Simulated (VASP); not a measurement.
Method: r2SCAN meta-GGA, VASP's PBE PAW potentials (set 64) (plane waves; VASP).

A VASP calculation is set up with these files.

KPOINTS:
```
Automatic mesh
0
Gamma
7 7 10
0 0 0
```

POSCAR:
```
Ge
1.0
  4.8717989845   0.0000000000   0.0000000000
 -2.4358994922   4.2191007985   0.0000000000
  0.0000000000   0.0000000000   2.7302647287
Ge
3
direct
  0.0000000000   0.0000000000   0.0000000000
  0.3333330000   0.6666670000   0.5000000000
  0.6666670000   0.3333330000   0.5000000000
```

INCAR:
```
EDIFFG=-0.02   # ionic stop
IBRION=2
ISIF=3   # ions, shape and volume
LWAVE=.FALSE.
EDIFF=1E-6
ALGO=Normal   # blocked Davidson
ISMEAR=1   # Methfessel-Paxton
NSW=60   # most ionic steps
LCHARG=.FALSE.
LREAL=.FALSE.   # projection in real space or not
SIGMA=0.1   # width (eV)
ENCUT=400
LASPH=.TRUE.
LMIXTAU=.TRUE.
PREC=Accurate
SYSTEM=Ge
METAGGA=R2SCAN
NELM=100
LMAXMIX=4
```

POTCAR, in this order: Ge_d (PBE.64 set). Program: vasp_std.

What VASP printed:

### OUTCAR
```
 ion  position               nearest neighbor table
   1  0.000  0.000  0.000-
   2  0.333  0.667  0.500-   3 2.81   3 2.81   3 2.81
   3  0.667  0.333  0.500-   2 2.81   2 2.81   2 2.81
  LATTYP: Found a hexagonal cell.
 ALAT       =     4.8717989845
 C/A-ratio  =     0.5604222870
 Subroutine PRICEL returns:
 Original cell was already a primitive cell.
 Subroutine GETGRP returns: Found 24 space group operations
The static configuration has the point symmetry D_6h.
The dynamic configuration has the point symmetry D_6h.
 Subroutine INISYM returns: Found 24 space group operations
 Subroutine IBZKPT returns following result:
 Found     48 irreducible k-points:

 Following reciprocal coordinates:
            Coordinates               Weight
  0.000000  0.000000  0.000000      1.000000
  0.142857  0.000000  0.000000      6.000000
  0.285714 -0.000000  0.000000      6.000000
  0.428571 -0.000000  0.000000      6.000000
  0.142857  0.142857  0.000000      6.000000
  0.285714  0.142857  0.000000     12.000000
  0.428571  0.142857  0.000000      6.000000
...
```

**OSZICAR**
```
       N       E                     dE             d eps       ncg     rms          rms(c)
DAV:   1     0.234500985469E+03    0.23450E+03   -0.19846E+04  2602   0.430E+03
DAV:   2    -0.650863394041E+01   -0.24101E+03   -0.23799E+03  2408   0.597E+02
DAV:   3    -0.428293360452E+02   -0.36321E+02   -0.35935E+02  2874   0.168E+02
DAV:   4    -0.440601412645E+02   -0.12308E+01   -0.12272E+01  2670   0.380E+01
DAV:   5    -0.440812278838E+02   -0.21087E-01   -0.21074E-01  3008   0.506E+00    0.231E+00
DAV:   6    -0.400455437142E+02    0.40357E+01   -0.50697E-01  2867   0.169E+01    0.126E+00
DAV:   7    -0.390049317511E+02    0.10406E+01   -0.86123E-01  2463   0.740E+00    0.504E-01
DAV:   8    -0.398433382876E+02   -0.83841E+00   -0.32877E-01  2445   0.389E+00    0.331E-01
DAV:   9    -0.398980047382E+02   -0.54666E-01   -0.87779E-02  2515   0.163E+00    0.130E-01
DAV:  10    -0.398954018218E+02    0.26029E-02   -0.78493E-03  2750   0.968E-01    0.133E-01
DAV:  11    -0.398991097983E+02   -0.37080E-02   -0.10682E-03  2479   0.304E-01    0.871E-02
DAV:  12    -0.398982152693E+02    0.89453E-03   -0.15693E-03  2814   0.256E-01    0.462E-02
DAV:  13    -0.399006980491E+02   -0.24828E-02   -0.12186E-03  2422   0.274E-01    0.193E-02
DAV:  14    -0.399007173189E+02   -0.19270E-04   -0.47264E-05  2895   0.624E-02    0.501E-03
DAV:  15    -0.399007253216E+02   -0.80027E-05   -0.61672E-06  2237   0.227E-02    0.266E-03
DAV:  16    -0.399007256522E+02   -0.33057E-06   -0.10706E-05  2061   0.379E-02    0.939E-04
DAV:  17    -0.399007340029E+02   -0.83507E-05   -0.39925E-06  2030   0.181E-02    0.103E-03
DAV:  18    -0.399007341437E+02   -0.14080E-06   -0.37895E-07  1326   0.501E-03
   1 F= -.39900734E+02 E0= -.39900912E+02  d E =-.399007E+02
       N       E                     dE             d eps       ncg     rms          rms(c)
DAV:   1    -0.399197919273E+02   -0.19058E-01   -0.32615E-01  2783   0.560E+00    0.800E-01
DAV:   2    -0.399074655184E+02    0.12326E-01   -0.15755E-02  2898   0.170E+00    0.490E-01
DAV:   3    -0.399008417606E+02    0.66238E-02   -0.11080E-02  2986   0.134E+00    0.421E-02
DAV:   4    -0.399011839006E+02   -0.34214E-03   -0.29162E-03  2462   0.642E-01    0.331E-02
DAV:   5    -0.399012529865E+02   -0.69086E-04   -0.17980E-04  2641   0.128E-01    0.203E-02
DAV:   6    -0.399012646904E+02   -0.11704E-04   -0.40839E-05  2560   0.511E-02    0.353E-03
DAV:   7    -0.399012815015E+02   -0.16811E-04   -0.26382E-05  2311   0.416E-02    0.120E-03
DAV:   8    -0.399012826327E+02   -0.11312E-05   -0.57869E-06  2076   0.176E-02    0.750E-04
DAV:   9    -0.399012837740E+02   -0.11413E-05   -0.79625E-07  1728   0.723E-03    0.302E-04
DAV:  10    -0.399012835701E+02    0.20386E-06   -0.37683E-08  1229   0.229E-03
   2 F= -.39901284E+02 E0= -.39901326E+02  d E =-.549426E-03
       N       E                     dE             d eps       ncg     rms          rms(c)
DAV:   1    -0.399041249575E+02   -0.28412E-02   -0.45449E-02  2775   0.212E+00    0.297E-01
DAV:   2    -0.399024089655E+02    0.17160E-02   -0.21363E-03  2931   0.661E-01    0.182E-01
DAV:   3    -0.399014781970E+02    0.93077E-03   -0.15380E-03  2999   0.514E-01    0.154E-02
DAV:   4    -0.399015326388E+02   -0.54442E-04   -0.41897E-04  2483   0.252E-01    0.121E-02
DAV:   5    -0.399015441183E+02   -0.11480E-04   -0.26142E-05  2562   0.483E-02    0.730E-03
DAV:   6    -0.399015498477E+02   -0.57294E-05   -0.56657E-06  2074   0.196E-02    0.106E-03
DAV:   7    -0.399015515806E+02   -0.17329E-05   -0.37973E-06  2024   0.163E-02    0.478E-04
DAV:   8    -0.399015522087E+02   -0.62808E-06   -0.90010E-07  1649   0.680E-03
   3 F= -.39901552E+02 E0= -.39901677E+02  d E =-.818065E-03
```

OUTCAR:
```
------------------------ aborting loop because EDIFF is reached ----------------------------------------
  FORCE on cell =-STRESS in cart. coord.  units (eV):
  Direction    XX          YY          ZZ          XY          YZ          ZX
  --------------------------------------------------------------------------------------
  Total        0.0183548      0.0183548      0.0155934      0.0000000      0.0000000     -0.0000000
  in kB        0.5245496      0.5245494      0.4456315      0.0000000      0.0000000     -0.0000000
  external PRESSURE =       0.4982435 kB  Pullay stress =       0.0000000 kB
  volume of cell :       56.06
      direct lattice vectors                 reciprocal lattice vectors
     4.878256711  0.000000000 -0.000000000     0.204991262  0.118351785 -0.000000000
    -2.439128355  4.224693350  0.000000000    -0.000000000  0.236703570 -0.000000000
     0.000000000  0.000000000  2.720287743     0.000000000 -0.000000000  0.367608170
 POSITION                                       TOTAL-FORCE (eV/Angst)
 -----------------------------------------------------------------------------------
      0.00000      0.00000      2.72029        -0.000000     -0.000000     -0.000000
     -0.00000      2.81646      1.36014        -0.000000      0.000000     -0.000000
      2.43913      1.40823      1.36014         0.000000     -0.000000      0.000000
 -----------------------------------------------------------------------------------
    total drift:                                0.000000      0.000000      0.000000
  FREE ENERGIE OF THE ION-ELECTRON SYSTEM (eV)
  ---------------------------------------------------
  free  energy   TOTEN  =       -39.9015522087 eV

  energy  without entropy=      -39.9019251863  energy(sigma->0) =      -39.90167653

 reached required accuracy - stopping structural energy minimisation
```
(Selected blocks of OUTCAR.)

CONTCAR:
```
Ge
   1.00000000000000
     4.8782567108729253    0.0000000000000766   -0.0000000000000000
    -2.4391283553863303    4.2246933500734656    0.0000000000000000
     0.0000000000000000    0.0000000000000000    2.7202877429018120
  Ge
     3
Direct
     0.0000000000000000    0.0000000000000000    1.0000000000000000
     0.3333330000000032    0.6666669999999968    0.5000000000000000
     0.6666669999999968    0.3333330000000032    0.5000000000000000
```

OUTCAR:
```
 val. band max:        6.7543803793   @ k =   0.2857   0.2857   0.1000

 cond. band min:       6.7580720309   @ k =   0.4286   0.1429   0.1000


 Fermi energy:         6.7575894515

 k-point     1 :       0.0000    0.0000    0.0000
  band No.  band energies     occupation
      1     -18.9580      2.00000
      2     -18.8827      2.00000
      3     -18.8825      2.00000
      4     -18.8071      2.00000
      5     -18.8071      2.00000
      6     -18.7213      2.00000
      7     -18.6628      2.00000
      8     -18.6156      2.00000
      9     -18.6155      2.00000
     10     -18.5700      2.00000
     11     -18.5699      2.00000
     12     -18.5465      2.00000
     13     -18.5465      2.00000
     14     -18.5136      2.00000
     15     -18.5136      2.00000
     16      -7.1809      2.00000
     17      -0.5404      2.00000
     18      -0.2763      2.00000
     19       3.1718      2.00000
     20       3.1719      2.00000
     21       3.2123      2.00000
     22       3.2123      2.00000
     23      12.9190      0.00000
     24      15.5946      0.00000
     25      15.5947      0.00000

 k-point     2 :       0.1429    0.0000    0.0000
  band No.  band energies     occupation
      1     -18.9578      2.00000
      2     -18.8832      2.00000
      3     -18.8831      2.00000
      4     -18.8072      2.00000
      5     -18.8069      2.00000
      6     -18.7197      2.00000
      7     -18.6685      2.00000
      8     -18.6241      2.00000
      9     -18.6167      2.00000
     10     -18.5643      2.00000
     11     -18.5601      2.00000
     12     -18.5465      2.00000
     13     -18.5447      2.00000
     14     -18.5155      2.00000
     15     -18.5134      2.00000
     16      -7.0022      2.00000
     17      -1.2358      2.00000
     18      -0.7920      2.00000
     19       2.0767      2.00000
     20       3.0515      2.00000
     21       4.6529      2.00000
     22       5.2214      2.00000
     23      13.0959      0.00000
...
```

The structure was generated: Ge was put into the omega type (P6/mmm), which need not be its known phase. This run relaxes it. Symmetry was kept, so distortions that lower it aren't found. The start is the result of an earlier pass.
